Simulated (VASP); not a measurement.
Ga3BSb2:

```
Ga B Sb
1.0
    -3.00232    3.00232    4.09259
     3.00232   -3.00232    4.09259
     3.00232    3.00232   -4.09259
Ga B Sb
3 1 2
Direct
  0.72637 0.72637 0.00000
  0.27363 0.27363 0.00000
  0.00000 0.00000 0.00000
  0.50000 0.50000 0.00000
  0.50000 0.00000 0.50000
  0.00000 0.50000 0.50000
```

The cell was built by a generator and needn't be a form met in nature.

```yaml
Program: VASP 6.6.1
Task: relaxation of cell and atoms
Functional: PBE
Potentials_or_basis: VASP PAW PBE potentials, release 64 (Ga_d, B, Sb)
Cutoff: 520 eV
k_mesh: 4 × 4 × 4
Occupations: gaussian, width 0.15 eV
Spin: no spin polarisation
```

At the start: pressure 1.1 GPa; volume 24.59 Å³/atom.

Problem. How do energy, volume and symmetry change on relaxing?

Solution. Over 15 steps the energy falls by 184.8 meV/atom and the volume is 22.80 Å³/atom (-7.3 %); space group I4/mmm (No. 139, to 0.05 Å).

Step by step:
| step | energy change (eV) | largest force (eV/Å) | pressure (GPa) | volume (Å³) |
| --- | --- | --- | --- | --- |
| 1 | 0.0000 | 0.6394 | 1.10 | 147.56 |
| 2 | -0.4495 | 0.6259 | -3.12 | 150.68 |
| 3 | -0.4654 | 0.7466 | -3.46 | 151.20 |
| 4 | -0.7962 | 0.1971 | -0.75 | 140.12 |
| 5 | -0.9258 | 0.1446 | 2.94 | 130.59 |
| 6 | -0.9961 | 0.0702 | 3.92 | 128.31 |
| 7 | -0.9997 | 0.0168 | 3.56 | 128.69 |
| 8 | -1.0896 | 0.1095 | 0.63 | 134.30 |
| 9 | -1.0955 | 0.1241 | 0.35 | 135.15 |
| 10 | -1.1017 | 0.1624 | -0.71 | 136.86 |
| 11 | -1.0991 | 0.1363 | 0.77 | 135.90 |
| 12 | -1.1009 | 0.1511 | -0.04 | 136.47 |
| 13 | -1.1013 | 0.1551 | 0.20 | 136.63 |
| 14 | -1.1044 | 0.0795 | 0.32 | 136.68 |
| 15 | -1.1090 | 0.0047 | 0.07 | 136.80 |

Final structure:
```yaml
crystal:
  lattice:
    - [-2.64339, 2.64339, 4.89452]
    - [2.64339, -2.64339, 4.89452]
    - [2.64339, 2.64339, -4.89452]
  atoms:
    - { symbol: Ga, position: [0.72191, 0.72191, 0.00000] }
    - { symbol: Ga, position: [0.27809, 0.27809, 0.00000] }
    - { symbol: Ga, position: [0.00000, 0.00000, 0.00000] }
    - { symbol: B, position: [0.50000, 0.50000, 0.00000] }
    - { symbol: Sb, position: [0.50000, 0.00000, 0.50000] }
    - { symbol: Sb, position: [0.00000, 0.50000, 0.50000] }
```

Caveat: the k mesh is coarse (spacing up to 0.37 Å⁻¹), so the values aren't converged.
